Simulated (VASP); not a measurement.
# GW on GaAs, part 4 of 4

Wanted: how far GW moves the Kohn-Sham levels of GaAs. The cell is of the zinc-blende type, one of the forms listed for this formula. The start is a cell from a database of measured crystal structures.

VASP 6.6.1, plane waves and PAW; the level of theory is named at each step.

So far, quasiparticle gap on the mesh (eV): step 3 (G0W0, ENCUTGW 80, bands in the sums 80) 1.62; step 9 (G0W0, ENCUTGW 145, bands in the sums 184) 1.61; step 11 (G0W0, ENCUTGW 170, bands in the sums 232) 1.59; step 13 (G0W0, ENCUTGW 200, bands in the sums 296) 1.58; step 15 (G0W0, ENCUTGW 230, bands in the sums 360) 1.57.

### Step 16. Empty bands

This step: r2SCAN; plane waves and PAW (As_GW, Ga_d_GW) (VASP 6.6.1).

The empty bands are made again, for the run that follows.

INCAR

```
SYSTEM = GaAs
PREC = Accurate
ENCUT = 430
ISMEAR = 0
SIGMA = 0.01
LREAL = .FALSE.
METAGGA = R2SCAN
LASPH = .TRUE.
NBANDS = 432
ALGO = Exact
NELM = 1
LWAVE = .TRUE.
LCHARG = .FALSE.
LOPTICS = .TRUE.
NEDOS = 1000
CSHIFT = 0.1
```

POSCAR

```
GaAs
1.0
    0.0000000000      2.8268500000      2.8268500000
    2.8268500000      0.0000000000      2.8268500000
    2.8268500000      2.8268500000      0.0000000000
As Ga
1 1
Direct
    0.7500000000      0.7500000000      0.7500000000
    0.0000000000      0.0000000000      0.0000000000
```

KPOINTS

```
Automatic mesh
0
Gamma
4 4 4
0 0 0
```

Potentials, in the order of the species: As_GW and Ga_d_GW (PBE family, release 64).

Started as:

```sh
> mpirun -np 8 vasp_std
```

The log of the run:

```text
[banner, memory and clock lines left out]
running    8 mpi-ranks, on    1 nodes
[...]
[... a notice as in an earlier step ...]

 [... a notice as in an earlier step ...]

 LDA part: xc-table for (None), standard interpolation
 found WAVECAR, reading the header
  number of bands has changed, file:    15 present:   432
  trying to continue reading WAVECAR, but it might fail
 POSCAR, INCAR and KPOINTS ok, starting setup
[...]
reading WAVECAR
 random initialization beyond band           15
 the WAVECAR file was read successfully
 initial charge from wavefunction
 entering main loop
       N       E                     dE             d eps       ncg     rms          rms(c)
[... 1 cycle as in an earlier step ...]
   1 F= -.26923205E+02 E0= -.26923205E+02  d E =-.446826E-16
 writing wavefunctions
 optical routines
 imaginary and real dielectric function
 direction            1
 direction            2
 direction            3
```

The job ended after 8.4 s (8 MPI ranks of Intel Xeon 6975P-C (Granite Rapids), shared host; peak memory 1.1 GiB; 51 s of CPU time).

From OUTCAR (step 16):

```text
  Total        0.1655182      0.1655182      0.1655182      0.0000000      0.0000000      0.0000000
  in kB        5.8697298      5.8697298      5.8697298      0.0000000      0.0000000      0.0000000
  external PRESSURE =       5.8697298 kB  Pullay stress =       0.0000000 kB

[... 4 parts as in an earlier step ...]

[... 2 further parts left out ...]
[key lines of the parts left out:]
E-fermi :   3.6938
```

WAVECAR now holds 432 bands for 18 electrons.

### Step 17. G0W0, ENCUTGW 260, bands in the sums 432

This step: G0W0 on r2SCAN; plane waves and PAW (As_GW, Ga_d_GW) (VASP 6.6.1).

ENCUTGW rises to 260 eV and the bands with it, to about the number of plane waves under that cutoff.

INCAR

```
SYSTEM = GaAs
PREC = Accurate
ENCUT = 430
ISMEAR = 0
SIGMA = 0.01
LREAL = .FALSE.
METAGGA = R2SCAN
LASPH = .TRUE.
NBANDS = 432
ALGO = EVGW0
NELMGW = 1
ENCUTGW = 260
NOMEGA = 64
PRECFOCK = Fast
NBANDSGW = 24
LWAVE = .FALSE.
LCHARG = .FALSE.
```

POSCAR is that of step 16.

KPOINTS is that of step 16.

Started as:

```sh
> mpirun -np 8 vasp_std
```

The log of the run:

```text
[banner, memory and clock lines left out]
running    8 mpi-ranks, on    1 nodes
[...]
[... a notice as in an earlier step ...]

 [... a notice as in an earlier step ...]

|                                                                             |
|           W    W    AA    RRRRR   N    N  II  N    N   GGGG   !!!           |
|           W    W   A  A   R    R  NN   N  II  NN   N  G    G  !!!           |
|           W    W  A    A  R    R  N N  N  II  N N  N  G       !!!           |
|           W WW W  AAAAAA  RRRRR   N  N N  II  N  N N  G  GGG   !            |
|           WW  WW  A    A  R   R   N   NN  II  N   NN  G    G                |
|           W    W  A    A  R    R  N    N  II  N    N   GGGG   !!!           |
|                                                                             |
|     The default for ENCUTGWSOFT is different in this version of VASP.       |
|     please manually set ENCUTGWSOFT =260 in the INCAR file.                 |
[...]
total number of BLAS operations       4308.41 Gflops
NQ=   4    0.2500    0.2500    0.0000,
|.........|.........|.........|.........|.........|.........|.........|.........
 performed       4186000 updates of chi_q(r,r)
 total number of BLAS operations       6141.93 Gflops
NQ=   5    0.5000    0.2500    0.0000,
|.........|.........|.........|.........|.........|.........|.........|.........
 performed       5875000 updates of chi_q(r,r)
 total number of BLAS operations       8653.40 Gflops
NQ=   6   -0.2500    0.2500    0.0000,
|.........|.........|.........|.........|.........|.........|.........|.........
 performed       7399000 updates of chi_q(r,r)
 total number of BLAS operations      10835.04 Gflops
NQ=   7    0.5000    0.5000    0.0000,
|.........|.........|.........|.........|.........|.........|.........|.........
 performed       8342000 updates of chi_q(r,r)
 total number of BLAS operations      12323.00 Gflops
NQ=   8   -0.2500    0.5000    0.2500,
|.........|.........|.........|.........|.........|.........|.........|.........
 performed       9534000 updates of chi_q(r,r)
 total number of BLAS operations      14203.39 Gflops
 resolving degeneracies of screened two electron integrals

 calculate QP shifts <psi_nk| G(iteration)W_0 |psi_nk>: iteration 1
 entering main loop
[key lines of the parts left out:]
E-fermi :   4.1307
```

Wall time 72 s (8 MPI ranks); peak memory 3.5 GiB; 8.3 min of CPU time.

OUTCAR, selected parts (step 17):

```text
 QP shifts <psi_nk| G(iteration)W_0 |psi_nk>: iteration 1
 for sc-GW calculations column KS-energies equals QP-energies in previous step
 and V_xc(KS)=  KS-energies - (<T + V_ion + V_H > + <T+V_H+V_ion>^1  + <V_x>^1)
 k-point   1 :       0.0000    0.0000    0.0000
  band No.  KS-energies  QP-energies   sigma(KS)   V_xc(KS)     V^pw_x(r,r')   Z            occupation Imag(sigma)
    ...
      6      -9.5658      -9.6377     -12.0137     -11.9006     -18.1042       0.6365       2.0000       0.8163
      7       3.6395       3.2491     -12.6846     -12.1818     -13.7902       0.7765       2.0000      -0.0107
      8       3.6395       3.2491     -12.6846     -12.1818     -13.7902       0.7765       2.0000      -0.0107
      9       3.6395       3.2491     -12.6846     -12.1818     -13.7902       0.7765       2.0000      -0.0107
     10       4.6219       4.8176     -10.9873     -11.2390      -6.8882       0.7772       0.0000      -0.0967
     11       7.6583       7.6219      -9.9716      -9.9240      -5.5261       0.7642       0.0000      -0.1119
     12       7.6583       7.6219      -9.9716      -9.9240      -5.5261       0.7642       0.0000      -0.1119
     13       7.6583       7.6219      -9.9716      -9.9240      -5.5261       0.7642       0.0000      -0.1119
    ...

[... 1 part as in an earlier step ...]

[... 2 further parts left out ...]
[key lines of the parts left out:]
E-fermi :   4.1307
```

The gap is now 1.568 eV, -5 meV against the GW run before. Spin-orbit coupling is left out.

### Step 18. Summary

This step: GW series: G0W0 on r2SCAN; plane waves and PAW (VASP 6.6.1).

Derived from the runs above.

This step gave:

```yaml
gap_extrapolated_to_a_complete_basis: 1.535 eV
direct_gap_extrapolated_to_a_complete_basis: 1.535 eV
```

G0W0 on a 4x4x4 mesh; cost is wall time times ranks on a shared host, with the step that makes the empty bands but not the self-consistent start. G0W0 series:

```tsv
response cutoff ENCUTGW (eV)	bands	quasiparticle gap (eV)	direct quasiparticle gap (eV)	cost (core minutes)
80	80	1.622	1.622	1.79
100	104	1.618	1.618	2.24
120	136	1.615	1.615	3.25
145	184	1.61	1.61	4.11
170	232	1.595	1.595	5.63
200	296	1.584	1.584	7.68
230	360	1.573	1.573	8.69
260	432	1.569	1.569	10.72
```

### Step 19. Results

```json
{
 "G0W0 on r2SCAN, 432 bands, ENCUTGW 260 eV, NOMEGA 64, mesh 4×4×4": "0.982 → 1.568 eV",
 "G0W0 on r2SCAN, 80 bands, ENCUTGW 80 eV, NOMEGA 64, mesh 4×4×4": "0.982 → 1.622 eV",
 "gap at a complete basis (linear in ENCUTGW^-3/2)": "1.53 eV"
}
```

In words: G0W0 gives a quasiparticle gap of 1.568 eV on the mesh, 0.59 eV over the r2SCAN gap on the same mesh. The steps of the series move the gap by -3, -3, -5, -15, -11, -11, -5 meV; the last costs 1.2 times the one before. The last step lies within a tolerance of 30 meV, picked for this account, and the last two together move the gap by -16 meV. Extrapolated from the last three points to a complete basis, the gap is 1.53 eV, -34 meV from the dearest run. The extrapolation removes the error of the response basis alone, at this mesh, ENCUT and data set. The orbitals give an independent-particle dielectric component as large as 37 on this mesh, so the screening is unlikely to be converged. In Ga_d_GW the d shell is in the valence without all the semicore s and p states of the same shell; those stay frozen in the core, and how far that moves the GW gap wasn't tested here. Spin-orbit coupling is left out; with As and Ga in the cell it can split or shift band edges, by an amount that depends on which atoms form them and isn't tested here. Not tabulated here, as repeats of values shown or as unfit to read for their mesh, reference level or band range: eps2 curves (empty bands); eps1 curves and static values (empty bands); gaps (empty bands).

[Lines on the potential files, build, host, timing and source positions are cut from VASP's logs without a mark.]

[Logs are printed without paths, hosts, clocks, repeated set-up lines and the standing remarks that a program may print on its own settings, such as how far it seeks lower states.]

[Hosts, paths, dates, database ids (printed as entryN), source tags and the programs' standing remarks are cut or masked in the printed files.]

[Pressures printed for these runs are not shown converged in the cutoff: they can be off by several GPa and have the wrong sign.]
